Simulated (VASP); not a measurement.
Runs of VASP 6.6.1 on Sb. It takes space group R-3m (No. 166, trigonal). The conventional cell has a = 4.301 Å, b = 4.301 Å, c = 11.232 Å, α = 90.00°, β = 90.00°, γ = 120.00°. Sb (site symmetry 3m) is surrounded by 3 Sb at 2.90 Å. 

| task | level | potentials or basis | cell | k mesh | cutoff (eV) | gap on the mesh (eV) | pressure (GPa) | relaxed volume (Å³/atom) |
| --- | --- | --- | --- | --- | --- | --- | --- | --- |
| single point | PBEsol | VASP PAW PBE potentials, release 64 (Sb) | as given | 12 × 12 × 12 | 520 | none | 0.6 | - |
| relaxation of cell and atoms | LDA | VASP PAW LDA potentials, release 64 (Sb) | relaxed | 12 × 12 × 12 | 600 | none | 0.0 | 29.23 |
| relaxation of cell and atoms | PBEsol | VASP PAW PBE potentials, release 64 (Sb) | relaxed | 12 × 12 × 12 | 480 | none | 0.0 | 29.82 |
| relaxation of cell and atoms | RPBE | VASP PAW PBE potentials, release 64 (Sb) | relaxed | 12 × 12 × 12 | 600 | none | 0.0 | 33.19 |
| relaxation of cell and atoms | PBEsol | VASP PAW PBE potentials, release 64 (Sb) | relaxed | 12 × 12 × 12 | 600 | none | 0.0 | 29.82 |
| relaxation of cell and atoms | PBE+D3(BJ) | VASP PAW PBE potentials, release 64 (Sb) | relaxed | 12 × 12 × 12 | 600 | none | 0.0 | (a) |
| relaxation of cell and atoms | PBEsol | VASP PAW PBE potentials, release 64 (Sb) | relaxed | 6 × 6 × 6 | 600 | none | 0.0 | 30.19 |
| relaxation of cell and atoms | PBEsol | VASP PAW PBE potentials, release 64 (Sb) | relaxed | 12 × 12 × 12 | 580 | none | 0.0 | 29.82 |
| relaxation of cell and atoms | PBEsol | VASP PAW PBE potentials, release 64 (Sb) | relaxed | 12 × 12 × 12 | 300 | none | 0.0 | 29.82 |
| relaxation of cell and atoms | PBE | VASP PAW PBE potentials, release 64 (Sb) | relaxed | 12 × 12 × 12 | 600 | none | 0.0 | (b) |

Alike in all rows: no spin polarisation; smearing gaussian 0.1 eV.

Task: Estimate the missing entries.

Result: (a) 29.71; (b) 31.76.

Caveats: the PAW data sets were made with another functional, which shifts forces and pressure a little (some runs); the volume moved by +11 % from the deposited cell, more than functionals usually miss (some runs); pairwise dispersion overbinds metals, which lowers pressure and volume (some runs).

A k mesh can miss the band edges, and the runs leave out spin-orbit coupling on Sb.

A gap of «none» marks a metal or a gap under the smearing width.

Not every run made on this cell is shown here.
